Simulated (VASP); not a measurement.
HfRu: single point with PBE

HfRu:

```
CELL_PARAMETERS angstrom
5.27056 0.12868 0.09356
-0.78725 4.93482 -0.70661
1.07311 0.34518 5.59056
ATOMIC_POSITIONS crystal
Ru 0.33349 0.07978 0.10513
Ru 0.66724 0.51359 0.52528
Ru 0.84003 0.16156 0.18321
Ru 0.31414 0.64522 0.85269
Hf 0.97061 0.25073 0.72224
Hf 0.45027 0.02020 0.53969
Hf 0.18350 0.54788 0.31782
Hf 0.73715 0.64614 0.06253
```

The cell was built by a generator and needn't be a form met in nature.

- Program: VASP 6.6.1
- Task: single point
- Functional: PBE
- Potentials or basis: VASP PAW PBE potentials, release 64 (Ru_pv, Hf_pv)
- Cutoff: 520 eV
- k mesh: 3 × 3 × 3
- Occupations: fermi-dirac, width 0.1 eV
- Spin: no spin polarisation

```
Pressure               : 6.6 GPa
Largest force          : 1.897 eV/Å
Band gap on the k mesh : none (metal or under the smearing width)
```

Forces in eV/Å, atoms in the order of the input:
```
Ru   0.240 -0.136  0.206
Ru   0.306  0.423  0.449
Ru   0.545 -0.488 -0.684
Ru  -1.540 -0.176  0.246
Hf  -0.027 -1.674  0.892
Hf   0.908  0.496 -0.061
Hf  -0.306  0.581 -0.115
Hf  -0.127  0.975 -0.933
```

Stress tensor (GPa, compression positive):
```
 9.01  0.14 -5.79
 0.14  6.35  3.18
-5.79  3.18  4.36
```

Levels at points of the mesh, in eV from the Fermi level:
```csv
k point,band 46,band 47,band 48,band 49,band 50,band 51
"(0.00, 0.00, 0.00)",-0.32,-0.18,0.00,0.04,0.33,0.74
```

Run time: 3.5 min on 1 thread of Intel(R) Xeon(R) Platinum 8488C (Sapphire Rapids) (shared host), peak memory 0.29 GiB.

Caveat: the k mesh is coarse (spacing up to 0.42 Å⁻¹), so the values aren't converged. Spin-orbit coupling is left out, which matters for the levels of Hf.
